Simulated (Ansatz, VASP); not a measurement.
**WC (Qusongite): VASP beside Ansatz**

Aim: how closely do two programs agree when they are given the same cell, functional and k mesh? The structure shown is the end of the Ansatz relaxation below.

Method: plane waves, with VASP 6.6.1 beside it; single point at LDA, in Ansatz 0.2.0.

## (1) Set-up

It takes space group P-6m2 (No. 187, hexagonal). The conventional cell has a = 2.942 Å, b = 2.942 Å, c = 2.791 Å, α = 90.00°, β = 90.00°, γ = 120.00°. C has 6 W at 2.20 Å nearest. W has 6 C at 2.20 Å nearest. Farther neighbours are not listed.

## (2) Ansatz: relaxation, LDA

Ansatz runs on its PAW soft_1 files.

This run makes the geometry at which the two programs are then compared.

File input.yaml:

```yaml
crystal:
  lattice:
    - [2.941607868, 0.0, 0.0]
    - [-1.470803934, 2.5475071417, 0.0]
    - [0.0, 0.0, 2.8020081216]
  atoms:
    - { symbol: C, position: [0.6666666667, 0.3333333333, 0.5] }
    - { symbol: W, position: [0.0, 0.0, 0.0] }
kpoints:
  mp_grid: { grid: [18, 18, 16] }
hamiltonian:
  xc: lda
  pseudopotentials: { kind: paw, azcp: { folder: soft_1 }, xc_functional: pbe }
scf:
  occupations: { method: methfessel_paxton, width: 0.2 }
output:
  forces: true
  stress: true
  eigenvalues: true
relax:
  adjacent_minimum: "off"
  f_tol: 0.001
  max_steps: 60
  cell: { stress_tol: 0.01, fix: [a, b, gamma] }
```

Run with:

```
ansatz run input.yaml --threads 4 --pin off --max-ram 10240MiB --backend cpu --events-out ev --progress --plain --runs-dir out
```

Numbers of over 12 decimals in the logs are rounded to 6 here.

Output:

```text
Engine: ansatz 0.2.0, aarch64-unknown-linux-gnu
Pseudopotentials: kind: paw
Pseudopotential: C, paw, valence charge 4, recommended cutoff 420 eV (normal), soft_1/C.paw.azcp
Pseudopotential: W, paw, valence charge 14, recommended cutoff 420 eV (normal), soft_1/W.paw.azcp
Functional definition: SPW92
  exchange = slater_x
  correlation = pw_c
Crystal: 2 atoms, lattice volume = 20.998 Å³
Basis set: ecut = 420 eV, 405 PW (Γ)
Bands: 13, of which v1, the nominal top of the filled ones, is band 9 counted from 1 (8 counted from 0)
Symmetry: 12 space group operations
Space group: P-6m2 (ITA 187), of the structure as read, at distance tolerance 2.8e-5 Å
k-points: 333 of 5184 (time reversal used)
Non-local potential: C, projectors of the file, l = 0: 2, l = 1: 2, l = 2: 1
Non-local potential: W, projectors of the file, l = 0: 3, l = 1: 2, l = 2: 2, l = 3: 1
PAW form: soft (Blöchl's): semilocal exchange-correlation on the pseudo side does not see the compensation charge
PAW frozen core: C, regenerated for the run's functional, and the local potential with it (the file was generated under x = pbe(κ = 0.804, μ = 0.219515), c = pbe(β = 0.066725))
PAW frozen core: W, regenerated for the run's functional, and the local potential with it (the file was generated under x = pbe(κ = 0.804, μ = 0.219515), c = pbe(β = 0.066725))
PAW one-centre angular grid: C, 110 points (default); XC on 64 Gauss nodes
PAW one-centre angular grid: W, 590 points (default); XC on 64 Gauss nodes
Initial density: superposition of atomic densities (chi_scale 0.1, normalization cell, long waves kept (reshape's long-wave potential 0.00 eV rms))
Initial wavefunctions: pseudopotential atomic-orbital guess
Functional: x = slater, c = lda
SCF iter   1: F=—  HF=-10375.380239 eV  |F-HF|=—  |Δ(HF+E_count)|=         —  Δρ=1.31e-1  dr2=4.90e0  ethr=3.10e-3  ⟨swp⟩=5.0  Hψ=21531  notcnv=0
preconditioner: auto → none  [metal: Δε(μ)=0.053 eV  Ē_g=10.627 eV  σ=0.200 eV  W_gap=0.22  n_scr=8 (ndim 8)  ℏωp=25.6 eV  f_vac=0.000  D(μ)=0.23/eV (n_scr^D=0)  sad-step TF]
SCF iter   2: F=—  HF=-10374.769718 eV  |F-HF|=—  |Δ(HF+E_count)|=   6.11e-1  S|Δr|=    0.00e0  Δρ=9.20e-2  dr2=2.49e0  ethr=3.10e-3  ⟨swp⟩=2.0  Hψ=8250  notcnv=0
SCF iter   3: F=—  HF=-10374.135253 eV  |F-HF|=—  |Δ(HF+E_count)|=   6.34e-1  S|Δr|=    0.00e0  Δρ=7.65e-3  dr2=1.19e-2  ethr=3.10e-3  ⟨swp⟩=2.2  Hψ=7414  notcnv=0
SCF iter   4: F=—  HF=-10374.134194 eV  |F-HF|=—  |Δ(HF+E_count)|=   1.06e-3  S|Δr|=    0.00e0  Δρ=1.06e-3  dr2=1.00e-4  ethr=6.63e-5  ⟨swp⟩=1.1  Hψ=6927  notcnv=0
SCF iter   5: F=—  HF=-10374.134255 eV  |F-HF|=—  |Δ(HF+E_count)|=   6.06e-5  S|Δr|=    0.00e0  Δρ=1.55e-4  dr2=2.46e-6  ethr=5.58e-7  ⟨swp⟩=2.2  Hψ=6679  notcnv=0
SCF iter   6: F=—  HF=-10374.134254 eV  |F-HF|=—  |Δ(HF+E_count)|=   6.11e-7  S|Δr|=    0.00e0  Δρ=1.74e-5  dr2=2.35e-8  ethr=5.56e-10  ⟨swp⟩=6.8  Hψ=21811  notcnv=0
SCF iter   7: F=-10374.134254 eV  HF=-10374.134254 eV  |F-HF|=3.82e-11  |Δ(HF+E_count)|=  9.77e-10  S|Δr|=    0.00e0  Δρ=1.24e-6  dr2=1.13e-10  ethr=1.31e-10  ⟨swp⟩=2.0  Hψ=13008  notcnv=0
SCF 1 converged in 7 iterations: F = -10374.134254 eV  dr2 = 1.13e-10
  greatest PAW one-centre occupation: 0.999 electrons in one spin orbital (limit 2), on the W atom at site 1 (counted from 0), in its partial waves of l = 0
relax step   1: F+E_penalty+E_count = -10374.13425399 eV  Δ(F+E_penalty+E_count) = +0.000e0 eV  max|allowed force component| = 1.850e-16 eV/Å  Δτ_max = 0.0000 Å  P = -12.960 GPa  Ω = 20.998 Å³  fix = [a, b, gamma]  reactions: a -17.639, b -17.639 GPa  (7 SCF iters, dr2 threshold 1.00e-7 eV, accepted)
[...]
relax step   3: F+E_penalty+E_count = -10374.13526209 eV  Δ(F+E_penalty+E_count) = -5.729e-4 eV  max|allowed force component| = 5.551e-17 eV/Å  Δτ_max = 0.0000 Å  P = -11.371 GPa  Ω = 20.920 Å³  energy of the carried Pulay correction = +1.196e-4 eV  fix = [a, b, gamma]  reactions: a -17.035, b -17.035 GPa  (4 SCF iters, dr2 threshold 2.00e-7 eV, accepted)
[...]
relax step   4: F+E_penalty+E_count = -10374.13526361 eV  Δ(F+E_penalty+E_count) = -1.519e-6 eV  max|allowed force component| = 1.388e-16 eV/Å  Δτ_max = 0.0000 Å  P = -11.352 GPa  Ω = 20.919 Å³  energy of the carried Pulay correction = +1.210e-4 eV  fix = [a, b, gamma]  reactions: a -17.028, b -17.028 GPa  (2 SCF iters, dr2 threshold 4.55e-9 eV, accepted)
[...]
relax step   5: F+E_penalty+E_count = -10374.13515390 eV  Δ(F+E_penalty+E_count) = +1.097e-4 eV  max|allowed force component| = 1.573e-16 eV/Å  Δτ_max = 0.0000 Å  P = -11.358 GPa  Ω = 20.919 Å³  fix = [a, b, gamma]  reactions: a -17.031, b -17.031 GPa  stress off target by 1.12e-2 GPa on what of the cell is left free  SCF on the basis re-selected at this cell (its energy is not comparable with the rows above)  (4 SCF iters)
[...]
relax step   6: F+E_penalty+E_count = -10374.13515429 eV  Δ(F+E_penalty+E_count) = -3.810e-7 eV  max|allowed force component| = 6.476e-17 eV/Å  Δτ_max = 0.0000 Å  P = -11.353 GPa  Ω = 20.919 Å³  energy of the carried Pulay correction = +3.726e-7 eV  fix = [a, b, gamma]  reactions: a -17.029, b -17.029 GPa  (3 SCF iters, dr2 threshold 3.13e-10 eV, accepted)
[...]
relax step   7: F+E_penalty+E_count = -10374.13515368 eV  Δ(F+E_penalty+E_count) = +6.053e-7 eV  max|allowed force component| = 9.252e-18 eV/Å  Δτ_max = 0.0000 Å  P = -11.353 GPa  Ω = 20.919 Å³  fix = [a, b, gamma]  reactions: a -17.029, b -17.029 GPa  stress off target by 2.94e-5 GPa on what of the cell is left free  SCF on the basis re-selected at this cell (its energy is not comparable with the rows above)  (4 SCF iters)
basis re-selected at this cell: Δ(F+E_penalty+E_count) = +6.053e-7 eV, ΔP = -0.000 GPa vs the last step (what re-selecting the basis moved, of the pressure what is left beyond the Pulay correction that the steps carried, after the strain that the cell walked since its last selection, with what the two solves' SCF thresholds leave and, on support functions, any second-order correction that the steps lacked; it is no m [...]
SCF converged after 4 iterations
Stability not checked: this state was not tested for a lower state beside it, because cold or Methfessel-Paxton smearing, or corrected tetrahedra, fill the levels in a way that the test cannot read (fill_not_monotonic; see scf.lower_state_search)
Free energy (F): -10374.135154 eV
Harris-Foulkes:  -10374.135154 eV  (|F-HF|=1.82e-12)
Internal energy: -10374.134220 eV  (E = F + TS)
E sigma→0 (E₀):  -10374.134920 eV
Entropy (-TS):   -0.000934 eV (-0.467 meV/atom)
Fermi energy:    19.942933 eV
--- Per-component energies (eV) ---
  E_band       = -69.507833
  E_kinetic    = 509.348973
  E_local      = -617.438008  (includes V_loc(G=0)·N_el)
  E_nonlocal   = 3.891211
  E_hartree    = 250.288259
  E_xc         = -313.593188
  E_vxc        = -290.590052  (∫ρ·V_xc dr)
  E_paw        = -8416.509540  (= ΣΔE_a)
  E_vpaw       = -175.296632  (= ΣTr[D̂ρ^β])
  E_aug_tail   = 0.000161  (compensation charges beyond the density's cutoff)
  E_ewald      = -1790.468169
  E_core_change = 0.346082  (= ΣΔE_core)
  E_smearing   = -0.000934  (= −TS)
  E_closure    = -0.000000  (closes the sum)
  Σ components = -10374.135154   (vs F -10374.135154, Δ=0.00e0)
--- Forces (eV/Å), atoms counted from 1 ---
  atom   1  C      0.00000000     0.00000000     0.00000000
  atom   2  W     -0.00000000     0.00000000     0.00000000
  max |Σ_I F_I| component: 1.85e-17 eV/Å
--- Stress (GPa, compression-positive) ---
      -17.029269      -0.000000       0.000000
        0.000000     -17.029269       0.000000
        0.000000       0.000000      -0.000029
  P = ⅓ Tr σ = -11.3529 GPa (-113.529 kbar)
--- Band table (eV; the first three rows and the last of 333) ---
  k-point 0: bands = [... 5 lower, 15.6772, 16.4195, 16.4195, 20.3046, 23.1375, 23.1375, 25.5834, 25.5834]
  k-point 1: bands = [... 5 lower, 15.6563, 16.4648, 16.4648, 20.2622, 22.7650, 22.7650, 25.8145, 25.8145]
  k-point 2: bands = [... 5 lower, 15.5324, 16.5972, 16.5972, 20.2430, 21.9897, 21.9897, 26.1352, 26.1352]
  k-point 332: bands = [... 5 lower, 12.7101, 14.5242, 18.4423, 19.3649, 24.2547, 26.1342, 27.3779, 29.2825]
--- Relaxed structure (5 steps of the walk, 5 accepted, 2 SCFs on fresh bases) ---
  F+E_penalty+E_count = -10374.13515368 eV   max|allowed force component| = 9.252e-18 eV/Å   (the final SCF, on the basis selected at the relaxed cell)
  cell:  # Å, volume = 20.9187 Å³
    - [2.941608, 0, 0.0]
    - [-1.470804, 2.547507, 0.0]
    - [0.0, 0.0, 2.791475]
  atoms:
    - { symbol: C, position: [0.666667, 0.333333, 0.500000] }
    - { symbol: W, position: [-3.700743415524894e-17, 0, 0.0] }
```

## (3) VASP: single point, LDA, pair 1

The same cell, functional (in two slightly different forms), mesh and smearing now go to VASP, with its own data sets.

Lines of VASP's logs that name or quote its potential files are left out, and so is its time.

File INCAR:

```
SYSTEM = WC
PREC = Accurate
ENCUT = 600
EDIFF = 1E-06
NELM = 120
ISMEAR = 1
SIGMA = 0.2
LREAL = .FALSE.
ALGO = Normal
GGA = CA
NBANDS = 11
LASPH = .TRUE.
LORBIT = 11
LWAVE = .FALSE.
LCHARG = .FALSE.
ISIF = 2
GGA_COMPAT = .FALSE.
KPAR = 2
```

File POSCAR:

```
WC
1.0
    2.9416078680      0.0000000000      0.0000000000
   -1.4708039340      2.5475071417      0.0000000000
    0.0000000000      0.0000000000      2.7914752133
C W
1 1
Direct
    0.6666666667      0.3333333333      0.5000000000
    0.0000000000      0.0000000000      0.0000000000
```

File KPOINTS:

```
Automatic mesh
0
Gamma
18 18 16
0 0 0
```

PAW data sets: C and W (LDA family, release 64).

Run with:

```
mpirun -np 2 vasp_std
```

Output:

```text
[banner, memory and clock lines left out]
running    2 mpi-ranks, on    1 nodes
 distrk:  each k-point on    1 cores,    2 groups
 distr:  one band on    1 cores,    1 groups

 POSCAR found type information on POSCAR C W
 POSCAR found :  2 types and       2 ions
 LDA part: xc-table for (Slater(with rela. corr.)+CA(PZ))
 , standard interpolation
 POSCAR, INCAR and KPOINTS ok, starting setup
 FFT: planning ... GRIDC
 FFT: planning ... GRID_SOFT
 FFT: planning ... GRID
 WAVECAR not read
 entering main loop
       N       E                     dE             d eps       ncg     rms          rms(c)
DAV:   1     0.234780609267E+02    0.23478E+02   -0.54631E+03  7326   0.923E+02
DAV:   2    -0.259498670123E+02   -0.49428E+02   -0.47080E+02  8638   0.200E+02
DAV:   3    -0.279464865759E+02   -0.19966E+01   -0.19762E+01  9064   0.342E+01
DAV:   4    -0.279580224442E+02   -0.11536E-01   -0.11532E-01  8014   0.297E+00
DAV:   5    -0.279580607980E+02   -0.38354E-04   -0.38353E-04  8770   0.177E-01    0.332E+01
DAV:   6    -0.249110385943E+02    0.30470E+01   -0.14208E+01  8465   0.225E+01    0.101E+01
DAV:   7    -0.248198589576E+02    0.91180E-01   -0.74507E-01  7513   0.691E+00    0.806E+00
DAV:   8    -0.247758644590E+02    0.43994E-01   -0.13129E-01  8015   0.271E+00    0.259E+00
DAV:   9    -0.247675070579E+02    0.83574E-02   -0.19985E-02  7902   0.903E-01    0.103E-01
DAV:  10    -0.247673995496E+02    0.10751E-03   -0.92649E-04  8312   0.272E-01    0.167E-01
DAV:  11    -0.247673811292E+02    0.18420E-04   -0.98121E-05  8729   0.671E-02    0.763E-03
DAV:  12    -0.247673801211E+02    0.10081E-05   -0.63235E-06  7905   0.173E-02    0.125E-02
DAV:  13    -0.247673800433E+02    0.77803E-07   -0.44377E-07  3849   0.611E-03
   1 F= -.24767380E+02 E0= -.24767057E+02  d E =-.969480E-03
```

From OUTCAR (step 3):

```text
ion  position               nearest neighbor table
   1  0.667  0.333  0.500-   2 2.20   2 2.20   2 2.20   2 2.20   2 2.20   2 2.20
   2  0.000  0.000  0.000-   1 2.20   1 2.20   1 2.20   1 2.20   1 2.20   1 2.20

  LATTYP: Found a hexagonal cell.
 ALAT       =     2.9416078680
 C/A-ratio  =     0.9489623834

 Subroutine GETGRP returns: Found 12 space group operations
 (whereof 12 operations were pure point group operations)

The static configuration has the point symmetry D_3h.

 Found    333 irreducible k-points:

   k-points           NKPTS =    333   k-points in BZ     NKDIM =    333   number of bands    NBANDS=     11

   dimension x,y,z NGX =    24 NGY =   24 NGZ =   24
   dimension x,y,z NGXF=    48 NGYF=   48 NGZF=   48

   ENCUT  =  600.0 eV  44.10 Ry    6.64 a.u.   5.88  5.88  5.58*2*pi/ulx,y,z

   NELECT =      10.0000    total number of electrons

 k-points in reciprocal lattice and weights: Automatic mesh
   0.00000000  0.00000000  0.00000000       0.000
   0.05555556 -0.00000000  0.00000000       0.001
   0.11111111 -0.00000000  0.00000000       0.001
   0.16666667 -0.00000000  0.00000000       0.001
   0.22222222 -0.00000000  0.00000000       0.001
   0.27777778  0.00000000  0.00000000       0.001
   0.33333333  0.00000000  0.00000000       0.001
   0.38888889 -0.00000000  0.00000000       0.001
   0.44444444 -0.00000000  0.00000000       0.001
[...]
0.33333333  0.27777778  0.50000000       0.002
   0.33333333  0.33333333  0.50000000       0.000

 average (electrostatic) potential at core
       1 -50.3453       2 -37.6916

 E-fermi :   8.2301

 k-point     1 :       0.0000    0.0000    0.0000
  band No.  band energies     occupation
      1      -6.0128      2.00000
      2       3.9561      2.00000
      3       4.7114      2.00000
      4       4.7114      2.00000
      5       8.6458     -0.01232
      6      11.3871     -0.00000
      7      11.3871     -0.00000
      8      13.9107      0.00000
      9      13.9107      0.00000
    ...

 k-point     2 :       0.0556   -0.0000    0.0000
  band No.  band energies     occupation
      1      -5.9367      2.00000
      2       3.9640      2.00000
      3       4.6173      2.00000
      4       4.7856      2.00000
      5       8.3721      0.07362
      6      11.3604     -0.00000
      7      11.6881     -0.00000
      8      13.7488      0.00000
      9      13.8502      0.00000
    ...

 k-point     3 :       0.1111   -0.0000    0.0000
  band No.  band energies     occupation
      1      -5.7137      2.00000
      2       3.8478      2.00000
      3       4.5117      2.00000
      4       5.0030      2.00000
      5       7.7788      2.00640
      6      11.2844     -0.00000
      7      12.3539      0.00000
      8      13.3230      0.00000
      9      13.6834      0.00000
     10      15.4251      0.00000
    ...

  Total       -2.1943323     -2.1943323      0.0134388     -0.0000000      0.0000000      0.0000000
  in kB     -168.0656712   -168.0656712      1.0292859     -0.0000000      0.0000000      0.0000000
  external PRESSURE =    -111.7006855 kB  Pullay stress =       0.0000000 kB

  energy-cutoff  :      600.00
  volume of cell :       20.92
      direct lattice vectors                 reciprocal lattice vectors
     2.941607868  0.000000000  0.000000000     0.339950138  0.196270304  0.000000000
    -1.470803934  2.547507142  0.000000000     0.000000000  0.392540607  0.000000000
     0.000000000  0.000000000  2.791475213     0.000000000  0.000000000  0.358233523

 POSITION                                       TOTAL-FORCE (eV/Angst)
 -----------------------------------------------------------------------------------
      1.47080      0.84917      1.39574         0.000000     -0.000000      0.000000
      0.00000      0.00000      0.00000        -0.000000      0.000000      0.000000
 -----------------------------------------------------------------------------------
    total drift:                               -0.000000      0.000000      0.000000

  FREE ENERGIE OF THE ION-ELECTRON SYSTEM (eV)
  ---------------------------------------------------
  free  energy   TOTEN  =       -24.7673800433 eV

  energy  without entropy=      -24.7664105636  energy(sigma->0) =      -24.76705688

 total charge
# of ion       s       p       d       tot
------------------------------------------
    1        0.843   1.569   0.000   2.413
    2        0.621   0.863   4.358   5.841
--------------------------------------------------
tot          1.464   2.432   4.358   8.254

[... 3 further parts left out ...]
```

The data set W keeps the semicore shell frozen, which is cheaper and a little less accurate.

## (4) Comparison

Known differences besides the potentials themselves: the two LDA forms differ slightly; the data sets hold 18 valence electrons in Ansatz (on its PAW soft_1 files) and 10 in VASP; the cutoff is 420 eV in Ansatz and 600 eV in VASP; VASP's log shows a relativistic correction to its local exchange, Ansatz's none; Ansatz's pressure holds a Pulay correction, VASP's none. Total energies have different zeros and are not compared.

Compared:

```csv
quantity,Ansatz,VASP,difference
pressure (GPa),-11.35,-11.17,-0.18
```

## (5) Ansatz: relaxation, LDA

This run makes the geometry at which the two programs are then compared. The cell compared in this pair holds 20.39 Å³, against 20.92 Å³ for the pair before.

The structure compared here is the end of the Ansatz relaxation.

input.yaml, the sections that differ from step 2:

```yaml
crystal:
  lattice:
    - [2.8839292824, 0.0, 0.0]
    - [-1.4419646412, 2.4975560213, 0.0]
    - [0.0, 0.0, 2.8409613781]
  atoms:
    - { symbol: C, position: [0.6666666667, 0.3333333333, 0.5] }
    - { symbol: W, position: [0.0, 0.0, 0.0] }
relax:
  adjacent_minimum: "off"
  f_tol: 0.001
  max_steps: 60
  cell: { stress_tol: 0.01, fix: [c, angles] }
# kpoints, hamiltonian, scf, output: as in step 2
```

Run with:

```
ansatz run input.yaml --threads 4 --pin off --max-ram 10240MiB --backend cpu --events-out ev --progress --plain --runs-dir out
```

Output:

```text
[...]
k-point 818: bands = [... 5 lower, 13.9719, 16.1945, 16.3427, 20.8769, 25.1107, 25.8662, 27.3678, 29.8399]
--- Relaxed structure (4 steps of the walk, 4 accepted, 1 SCFs on fresh bases) ---
[...]
cell:  # Å, volume = 20.3859 Å³
    - [2.878504, 0, 0.0]
    - [-1.439252, 2.492857, 0.0]
    - [0.0, 0.0, 2.8409613781]
  atoms:
    - { symbol: C, position: [0.666667, 0.333333, 0.500000] }
    - { symbol: W, position: [8.241800833880483e-10, -8.241801203954821e-10, 0.0] }
[key lines of the parts left out:]
SCF converged after 4 iterations
Free energy (F): -10374.174077 eV
Fermi energy:    20.523739 eV
P = ⅓ Tr σ = -3.0738 GPa (-30.738 kbar)
```

## (6) VASP: single point, LDA, pair 2

The same cell, functional (in two slightly different forms), mesh and smearing now go to VASP, with its own data sets.

INCAR is that of step 3.

File POSCAR:

```
WC
1.0
    2.8785036101      0.0000000000      0.0000000000
   -1.4392518051      2.4928572512      0.0000000000
    0.0000000000      0.0000000000      2.8409613781
C W
1 1
Direct
    0.6666666658      0.3333333342      0.5000000000
    0.0000000008      0.9999999992      0.0000000000
```

KPOINTS is that of step 3.

Run with:

```
mpirun -np 2 vasp_std
```

Output:

```text
[... set-up lines as in an earlier step ...]
 entering main loop
       N       E                     dE             d eps       ncg     rms          rms(c)
DAV:   1     0.238588112339E+02    0.23859E+02   -0.55152E+03  7326   0.930E+02
DAV:   2    -0.260398652317E+02   -0.49899E+02   -0.47538E+02  8659   0.202E+02
DAV:   3    -0.279561253000E+02   -0.19163E+01   -0.18981E+01  9051   0.339E+01
DAV:   4    -0.279663138390E+02   -0.10189E-01   -0.10187E-01  7974   0.289E+00
[...]
DAV:  10    -0.248053665779E+02    0.11175E-03   -0.72534E-04  8354   0.237E-01    0.144E-01
DAV:  11    -0.248053553474E+02    0.11230E-04   -0.56874E-05  8430   0.528E-02    0.685E-03
DAV:  12    -0.248053546939E+02    0.65352E-06   -0.29882E-06  5470   0.120E-02
   1 F= -.24805355E+02 E0= -.24805404E+02  d E =0.148334E-03
```

(Part 1 of 2 ends here.)

[Lines on the potential files, build, host, timing and source positions are cut from VASP's logs without a mark.]

[Logs are printed without paths, hosts, clocks, repeated set-up lines and the standing remarks that a program may print on its own settings, such as how far it seeks lower states.]

[Hosts, paths, dates, database ids (printed as entryN), source tags and the programs' standing remarks are cut or masked in the printed files.]
